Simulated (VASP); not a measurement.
Here is the system:

```
CELL_PARAMETERS angstrom
      5.95077     0.00000     0.00000
      0.00000     5.95077     0.00000
      0.00000     0.00000     5.95077
ATOMIC_POSITIONS crystal
  Hg 0.99408 0.99408 0.99408
  Hg 0.50592 0.50592 0.99408
  Hg 0.50592 0.99408 0.50592
  Hg 0.99408 0.50592 0.50592
  Se 0.25000 0.25000 0.25000
  S  0.75000 0.75000 0.25000
  S  0.75000 0.25000 0.75000
  S  0.25000 0.75000 0.75000
```

These are PBEsol GGA, VASP's PBE PAW potentials (set 64) (plane waves; VASP) values and carry that method's errors. Settings: 400 eV cut-off, 5×5×5 Γ-centred mesh, first-order Methfessel-Paxton smearing of 0.10 eV, potentials Hg Se S.

Unless said otherwise, spin-orbit coupling is left out, though it shifts the bands of the heavy elements here.

Problem. Estimate the energy per atom (σ→0), band gap (on the k-mesh) with the smallest direct gap where there is one.

Solution. 
band gap (on the k-mesh): none (metal, semimetal or under 0.01 eV)
energy per atom (σ→0): -2.577 eV/atom

Total energies compare only between runs with the same potentials, cut-off and functional.

The structure was generated: Hg4S3Se was put into an ordered model structure (P-43m), which need not be its known phase. It was relaxed first. The start is the result of an earlier pass.
